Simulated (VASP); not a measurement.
Here is the system:

```xyz
2
Lattice="0.0000 2.8320 2.8320 2.8320 0.0000 2.8320 2.8320 2.8320 0.0000" Properties=species:S:1:pos:R:3 pbc="T T T"
Pb     0.0000     0.0000     0.0000
S      2.8320     2.8320     2.8320
```

Level of theory: PBEsol GGA, VASP's PBE PAW potentials (set 64) (plane waves; VASP). Numerical set-up: 480 eV cut-off, 8×8×8 Γ-centred mesh, Gaussian smearing of 0.050 eV, potentials Pb_d S.

Question: Predict the energy per atom (σ→0), pressure.

Answer: 
```json
{
  "energy per atom (σ→0)": "-4.649 eV/atom",
  "pressure": "9.39 GPa"
}
```

Total energies compare only between runs with the same potentials, cut-off and functional.

The compound is PbS in the rock salt structure. This cell was strained or had an atom moved on purpose.
